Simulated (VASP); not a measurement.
Take Ni₃Si (L1_2), with a static lattice, in VASP with PAW potentials, and its lattice constant a.

Q: One run gives 3.508 Å. Which level is it?
(A) PBE-D4
(B) r2SCAN
(C) rev-vdW-DF2
(D) optB88-vdW

A: D, optB88-vdW.  The others give 3.470 (PBE-D4), 3.489 (rev-vdW-DF2), 3.466 (r2SCAN).

Only levels that ran to the end are used. Left out are those held back, those with too coarse a band path, GW runs whose mesh misses a band edge, hybrids' fits of cells that aren't cubic and levels without matching references; a question may draw on a part of the rest.

The compound is Ni3Si in the L1_2 structure.
